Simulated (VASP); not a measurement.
Computed with vdW-DF2, VASP's PBE PAW potentials (set 64) (plane waves; VASP 6.6.1).

Input for VASP

INCAR:
```
# general
SYSTEM   = ZnO
PREC     = Accurate
ENCUT    = 520   # plane-wave cut-off (eV)
LREAL    = F   # projection in real space or not
LASPH    = T   # aspherical one-centre terms

# electronic loop
EDIFF    = 1E-7
NELM     = 100
ALGO     = Normal   # blocked Davidson
LMAXMIX  = 4   # l cut-off of mixed one-centre charges

# smearing
ISMEAR   = -5

# functional
GGA      = ML
LUSE_VDW = T
AGGAC    = 0.0
ZAB_VDW  = -1.8867

# ions
ISIF     = 2   # forces and stress, cell fixed

# output
LWAVE    = F
LCHARG   = T
LORBIT   = 11   # lm-projected
NEDOS    = 601   # DOS grid

# other
LEFG     = T
```

### POSCAR
```
ZnO
10.8120520
  0.1543307732  -0.2673087840   0.0000000000
  0.1543307732   0.2673087840   0.0000000000
  0.0000000000   0.0000000000   0.4999999973
Zn O
2 2
Cartesian
  0.1543307732  -0.0891031062   0.2509450609
  0.1543307732   0.0891031062   0.0009450622
  0.1543307732  -0.0891031062   0.4400549353
  0.1543307732   0.0891031062   0.1900549367
```

### KPOINTS
```
K-points
0
G
  9 9 5
```

POTCAR, in this order: Zn O (PBE.64 set). Program: vasp_std.

The resulting files:

### OSZICAR
```
       N       E                     dE             d eps       ncg     rms          rms(c)
DAV:   1     0.307528473987E+03    0.30753E+03   -0.19068E+04  1584   0.232E+03
DAV:   2     0.205646886975E+02   -0.28696E+03   -0.27686E+03  1748   0.442E+02
DAV:   3    -0.119963456066E+02   -0.32561E+02   -0.32333E+02  1848   0.159E+02
DAV:   4    -0.126519030403E+02   -0.65556E+00   -0.65486E+00  1752   0.244E+01
DAV:   5    -0.126570992846E+02   -0.51962E-02   -0.51959E-02  1800   0.208E+00    0.148E+01
DAV:   6    -0.796437543062E+01    0.46927E+01   -0.18285E+01  2658   0.867E+01    0.780E+00
DAV:   7    -0.817442242968E+01   -0.21005E+00   -0.38256E+00  1842   0.233E+01    0.488E+00
DAV:   8    -0.819547692586E+01   -0.21054E-01   -0.13876E+00  2100   0.105E+01    0.218E+00
DAV:   9    -0.810135758475E+01    0.94119E-01   -0.30525E-01  2352   0.102E+01    0.416E-01
DAV:  10    -0.810589770636E+01   -0.45401E-02   -0.65368E-02  1638   0.269E+00    0.879E-02
DAV:  11    -0.810610131945E+01   -0.20361E-03   -0.30406E-03  2214   0.140E+00    0.933E-02
DAV:  12    -0.810606555172E+01    0.35768E-04   -0.78325E-04  2434   0.576E-01    0.312E-02
DAV:  13    -0.810605563216E+01    0.99196E-05   -0.18988E-04  1676   0.134E-01    0.138E-02
DAV:  14    -0.810605652946E+01   -0.89729E-06   -0.63582E-06  1650   0.250E-02    0.774E-03
DAV:  15    -0.810605608704E+01    0.44241E-06   -0.61748E-06  2374   0.291E-02    0.201E-03
DAV:  16    -0.810605586515E+01    0.22190E-06   -0.74748E-07  1896   0.144E-02    0.105E-03
DAV:  17    -0.810605582494E+01    0.40201E-07   -0.68739E-08   810   0.239E-03
   1 F= -.81060558E+01 E0= -.81060558E+01  d E =0.000000E+00
```

OUTCAR:
```
------------------------ aborting loop because EDIFF is reached ----------------------------------------
  FORCE on cell =-STRESS in cart. coord.  units (eV):
  Direction    XX          YY          ZZ          XY          YZ          ZX
  --------------------------------------------------------------------------------------
  Total        0.0201898      0.0201898      0.0176091      0.0000000      0.0000000      0.0000000
  in kB        0.6203731      0.6203733      0.5410759      0.0000000      0.0000000      0.0000000
  external PRESSURE =       0.5939408 kB  Pullay stress =       0.0000000 kB
  volume of cell :       52.14
      direct lattice vectors                 reciprocal lattice vectors
     1.668632345 -2.890156473  0.000000000     0.299646595 -0.173001014  0.000000000
     1.668632345  2.890156473  0.000000000     0.299646595  0.173001014  0.000000000
     0.000000000  0.000000000  5.406025970     0.000000000  0.000000000  0.184978764
  FREE ENERGIE OF THE ION-ELECTRON SYSTEM (eV)
  ---------------------------------------------------
  free  energy   TOTEN  =        -8.1060558249 eV

  energy  without entropy=       -8.1060558249  energy(sigma->0) =       -8.10605582

 total charge

# of ion       s       p       d       tot
------------------------------------------
    1        0.445   0.412   9.883  10.741
    2        0.445   0.412   9.883  10.741
    3        1.550   3.432   0.000   4.982
    4        1.550   3.432   0.000   4.982
--------------------------------------------------
tot          3.991   7.689  19.766  31.446

 Electric field gradients after diagonalization (V/A^2)
 (convention: |V_zz| > |V_xx| > |V_yy|)
----------------------------------------------------------------------
 ion       V_xx      V_yy      V_zz     asymmetry (V_yy - V_xx)/ V_zz
----------------------------------------------------------------------
   1      -1.775    -1.764     3.539       0.003
   2      -1.775    -1.764     3.539       0.003
   3       0.455     0.452    -0.907       0.004
   4       0.455     0.451    -0.907       0.004
```
(Selected blocks of OUTCAR.)

The compound is ZnO in the wurtzite structure. It was relaxed first, which changed the volume by +9 %.
